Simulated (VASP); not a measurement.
Here is the system:

```
CELL_PARAMETERS angstrom
      0.00000     2.58758     2.58758
      2.58758     0.00000     2.58758
      2.58758     2.58758     0.00000
ATOMIC_POSITIONS crystal
  Pm 0.00000 0.00000 0.00000
```

All values below come from r2SCAN meta-GGA, VASP's PBE PAW potentials (set 64) (plane waves; VASP). Run with 400 eV cut-off, 14×14×14 Γ-centred mesh, tetrahedra with Blöchl corrections, potentials Pm_3.

The 4f electrons are frozen in the core of the lanthanide potential, so 4f levels, which can set the real gap, and their magnetism are missing.

Question: Give the energies of bands 5 to 8 at the high-symmetry points, in eV from the Fermi level.

Answer: 
```csv
band,Γ,X,U,L,W
5,-4.30,-2.08,-1.26,-2.01,-0.91
6,1.76,-1.29,-0.51,1.55,0.40
7,1.76,3.34,1.61,1.55,0.40
8,1.76,5.96,3.95,1.64,2.90
```

It has no gap at this level: it comes out as a metal or semimetal.

The structure comes from a computed database's Pm entry (Fm-3m); how it stands against other phases isn't given here. It was relaxed first.
